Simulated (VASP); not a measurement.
Data:

```yaml
crystal:
  lattice:
    - [10.12555, 0.00000, 0.00000]
    - [0.00000, 10.12555, 0.00000]
    - [0.00000, 0.00000, 10.12555]
  atoms:
    - { symbol: Hf, position: [0.50000, 0.00000, 0.00000] }
    - { symbol: Hf, position: [0.75000, 0.25000, 0.00000] }
    - { symbol: Hf, position: [0.75000, 0.00000, 0.25000] }
    - { symbol: Hf, position: [0.00000, 0.00000, 0.00000] }
    - { symbol: Hf, position: [0.25000, 0.25000, 0.00000] }
    - { symbol: Hf, position: [0.50000, 0.50000, 0.00000] }
    - { symbol: Hf, position: [0.75000, 0.75000, 0.00000] }
    - { symbol: Hf, position: [0.25000, 0.00000, 0.25000] }
    - { symbol: Hf, position: [0.50000, 0.25000, 0.25000] }
    - { symbol: Hf, position: [0.75000, 0.50000, 0.25000] }
    - { symbol: Hf, position: [0.50000, 0.00000, 0.50000] }
    - { symbol: Hf, position: [0.75000, 0.25000, 0.50000] }
    - { symbol: Hf, position: [0.75000, 0.00000, 0.75000] }
    - { symbol: Hf, position: [0.00000, 0.50000, 0.00000] }
    - { symbol: Hf, position: [0.25000, 0.75000, 0.00000] }
    - { symbol: Hf, position: [0.00000, 0.25000, 0.25000] }
    - { symbol: Hf, position: [0.25000, 0.50000, 0.25000] }
    - { symbol: Hf, position: [0.50000, 0.75000, 0.25000] }
    - { symbol: Hf, position: [0.00000, 0.00000, 0.50000] }
    - { symbol: Hf, position: [0.25000, 0.25000, 0.50000] }
    - { symbol: Hf, position: [0.50000, 0.50000, 0.50000] }
    - { symbol: Hf, position: [0.75000, 0.75000, 0.50000] }
    - { symbol: Hf, position: [0.25000, 0.00000, 0.75000] }
    - { symbol: Hf, position: [0.50000, 0.25000, 0.75000] }
    - { symbol: Hf, position: [0.75000, 0.50000, 0.75000] }
    - { symbol: Hf, position: [0.00000, 0.75000, 0.25000] }
    - { symbol: Hf, position: [0.00000, 0.50000, 0.50000] }
    - { symbol: Hf, position: [0.25000, 0.75000, 0.50000] }
    - { symbol: Hf, position: [0.00000, 0.25000, 0.75000] }
    - { symbol: Hf, position: [0.25000, 0.50000, 0.75000] }
    - { symbol: Hf, position: [0.50000, 0.75000, 0.75000] }
    - { symbol: Hf, position: [0.00000, 0.75000, 0.75000] }
    - { symbol: O, position: [0.62500, 0.12500, 0.12500] }
    - { symbol: O, position: [0.87500, 0.37500, 0.37500] }
    - { symbol: O, position: [0.87500, 0.37500, 0.12500] }
    - { symbol: O, position: [0.12500, 0.62500, 0.37500] }
    - { symbol: O, position: [0.87500, 0.12500, 0.37500] }
    - { symbol: O, position: [0.12500, 0.37500, 0.62500] }
    - { symbol: O, position: [0.12500, 0.12500, 0.12500] }
    - { symbol: O, position: [0.37500, 0.37500, 0.37500] }
    - { symbol: O, position: [0.37500, 0.37500, 0.12500] }
    - { symbol: O, position: [0.62500, 0.62500, 0.37500] }
    - { symbol: O, position: [0.62500, 0.62500, 0.12500] }
    - { symbol: O, position: [0.87500, 0.87500, 0.37500] }
    - { symbol: O, position: [0.87500, 0.87500, 0.12500] }
    - { symbol: O, position: [0.12500, 0.12500, 0.37500] }
    - { symbol: O, position: [0.37500, 0.12500, 0.37500] }
    - { symbol: O, position: [0.62500, 0.37500, 0.62500] }
    - { symbol: O, position: [0.62500, 0.37500, 0.37500] }
    - { symbol: O, position: [0.87500, 0.62500, 0.62500] }
    - { symbol: O, position: [0.87500, 0.62500, 0.37500] }
    - { symbol: O, position: [0.12500, 0.87500, 0.62500] }
    - { symbol: O, position: [0.62500, 0.12500, 0.62500] }
    - { symbol: O, position: [0.87500, 0.37500, 0.87500] }
    - { symbol: O, position: [0.87500, 0.37500, 0.62500] }
    - { symbol: O, position: [0.12500, 0.62500, 0.87500] }
    - { symbol: O, position: [0.87500, 0.12500, 0.87500] }
    - { symbol: O, position: [0.12500, 0.37500, 0.12500] }
    - { symbol: O, position: [0.12500, 0.62500, 0.12500] }
    - { symbol: O, position: [0.37500, 0.87500, 0.37500] }
    - { symbol: O, position: [0.37500, 0.87500, 0.12500] }
    - { symbol: O, position: [0.62500, 0.12500, 0.37500] }
    - { symbol: O, position: [0.12500, 0.37500, 0.37500] }
    - { symbol: O, position: [0.37500, 0.62500, 0.62500] }
    - { symbol: O, position: [0.37500, 0.62500, 0.37500] }
    - { symbol: O, position: [0.62500, 0.87500, 0.62500] }
    - { symbol: O, position: [0.62500, 0.87500, 0.37500] }
    - { symbol: O, position: [0.87500, 0.12500, 0.62500] }
    - { symbol: O, position: [0.12500, 0.12500, 0.62500] }
    - { symbol: O, position: [0.37500, 0.37500, 0.87500] }
    - { symbol: O, position: [0.37500, 0.37500, 0.62500] }
    - { symbol: O, position: [0.62500, 0.62500, 0.87500] }
    - { symbol: O, position: [0.62500, 0.62500, 0.62500] }
    - { symbol: O, position: [0.87500, 0.87500, 0.87500] }
    - { symbol: O, position: [0.87500, 0.87500, 0.62500] }
    - { symbol: O, position: [0.12500, 0.12500, 0.87500] }
    - { symbol: O, position: [0.37500, 0.12500, 0.87500] }
    - { symbol: O, position: [0.62500, 0.37500, 0.12500] }
    - { symbol: O, position: [0.62500, 0.37500, 0.87500] }
    - { symbol: O, position: [0.87500, 0.62500, 0.12500] }
    - { symbol: O, position: [0.87500, 0.62500, 0.87500] }
    - { symbol: O, position: [0.12500, 0.87500, 0.12500] }
    - { symbol: O, position: [0.12500, 0.87500, 0.37500] }
    - { symbol: O, position: [0.37500, 0.12500, 0.62500] }
    - { symbol: O, position: [0.12500, 0.62500, 0.62500] }
    - { symbol: O, position: [0.37500, 0.87500, 0.87500] }
    - { symbol: O, position: [0.37500, 0.87500, 0.62500] }
    - { symbol: O, position: [0.62500, 0.12500, 0.87500] }
    - { symbol: O, position: [0.12500, 0.37500, 0.87500] }
    - { symbol: O, position: [0.37500, 0.62500, 0.12500] }
    - { symbol: O, position: [0.37500, 0.62500, 0.87500] }
    - { symbol: O, position: [0.62500, 0.87500, 0.12500] }
    - { symbol: O, position: [0.62500, 0.87500, 0.87500] }
    - { symbol: O, position: [0.87500, 0.12500, 0.12500] }
    - { symbol: O, position: [0.12500, 0.87500, 0.87500] }
    - { symbol: O, position: [0.37500, 0.12500, 0.12500] }
```

Computed with PBE GGA, VASP's PBE PAW potentials (set 64) (plane waves; VASP). Run with PREC = Normal, LREAL = Auto, 400 eV cut-off, 1×1×1 Γ-centred mesh, Gaussian smearing of 0.050 eV, potentials Hf O.

At this cut-off the stress carries a Pulay error, which pulls relaxed volumes low. The supercell is sampled at Γ alone, which is coarse: total energies, pressure and levels can be off, energies of defects by several tenths of an eV.

**Question.** What does the run give for the energy per atom (σ→0), pressure?

**Answer.** 
The energy per atom (σ→0) is -10.095 eV/atom and the pressure is -5.71 GPa.

Total energies compare only between runs with the same potentials, cut-off and functional.

The cell is a supercell, built from HfO2 (fluorite, the high-temperature cubic form, which is unstable at 0 K; the monoclinic form is the stable one).
